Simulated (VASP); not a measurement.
Wanted: the native input for a VASP 6.6.1 run.

```
Task                   : single point
Functional             : PBEsol
Potentials or basis    : VASP PAW PBE potentials, release 64 (Ge_d, C, Se)
Cutoff                 : 520 eV
k mesh                 : 4 × 4 × 4
Occupations            : gaussian, width 0.05 eV
Spin                   : no spin polarisation
Dipole correction      : no
Further INCAR settings : ALGO = Normal; EDIFF = 1e-07; NBANDS = 26
```

The structure of GeCSe3 lies in POSCAR:

```
GeCSe3
1.0
    4.4310350296      0.0000000000      0.0000000000
    0.0000000000      4.4310350296      0.0000000000
    0.0000000000      0.0000000000      4.4310350296
Ge C Se
1 1 3
Direct
    0.0000000000      0.0000000000      0.0000000000
    0.5000000000      0.5000000000      0.5000000000
    0.5000000000      0.5000000000      0.0000000000
    0.5000000000      0.0000000000      0.5000000000
    0.0000000000      0.5000000000      0.5000000000
```

The cell comes from a database or a generator and needn't be the stable form of this composition.

These files were run (other wordings do the same):

INCAR

```
SYSTEM = GeCSe3
PREC = Accurate ; ENCUT = 520
EDIFF = 1E-7 ; ISMEAR = 0
SIGMA = 0.05 ; LREAL = .False.
LASPH = .True. ; NELM = 100
ALGO = Normal ; ISIF = 2
LWAVE = .False. ; LCHARG = .False.
GGA = PS ; NBANDS = 26
```

KPOINTS

```
Automatic mesh
0
Gamma
  4 4 4
  0 0 0
```

Potentials or basis: VASP PAW PBE potentials, release 64 (Ge_d, C, Se).

Command:

```console
$ cat potpaw_PBE.64/Ge_d/POTCAR potpaw_PBE.64/C/POTCAR potpaw_PBE.64/Se/POTCAR > POTCAR
$ mpirun -np 1 vasp_std > vasp.out
```

It gave:

The pressure is 0.2 GPa. The band gap on the k mesh is none (metal or under the smearing width).

Caveat: the PAW data sets were made with another functional, which shifts forces and pressure a little.

Wall time 18 s on 1 thread of Intel(R) Xeon(R) 6975P-C (Granite Rapids), on a shared host, peak memory 0.2 GiB.
